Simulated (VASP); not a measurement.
A run of VASP 6.6.1:

INCAR

```
SYSTEM = InGaAs2
PREC = Accurate
ENCUT = 520
EDIFF = 1E-7
ISMEAR = -1
SIGMA = 0.05
LREAL = .False.
LASPH = .True.
NELM = 100
ALGO = Normal
ISIF = 2
LWAVE = .False.
LCHARG = .False.
GGA = PS
NBANDS = 26
```

File KPOINTS:

```
regular mesh
0
Gamma
  6 6 5
  0 0 0
```

File POSCAR:

```
InGaAs2
1.0
    4.2250012014      0.0000000000      0.0000000000
    0.0000000000      4.2250012014      0.0000000000
    0.0000000000      0.0000000000      5.9621480000
In As Ga
1 2 1
Direct
    0.0012600000      0.0085920000      0.4988470000
    0.0111330000      0.5085470000      0.2272630000
    0.5047000000     -0.0019120000      0.7639480000
    0.5028540000      0.4851790000     -0.0075770000
```

Potentials or basis: VASP PAW PBE potentials, release 64 (In_d, As, Ga_d).

Command:

```bash
$ cat potpaw_PBE.64/In_d/POTCAR potpaw_PBE.64/As/POTCAR potpaw_PBE.64/Ga_d/POTCAR > POTCAR
$ mpirun -np 1 vasp_std > vasp.out
```

Hardware: 1 thread of Intel(R) Xeon(R) 6975P-C (Granite Rapids) (shared host).

Estimate the wall time of this run.

It took 82 s on 1 thread of Intel(R) Xeon(R) 6975P-C (Granite Rapids), with other jobs on the host, peak memory 0.4 GiB. Counts: scf iterations 14, k points 92.
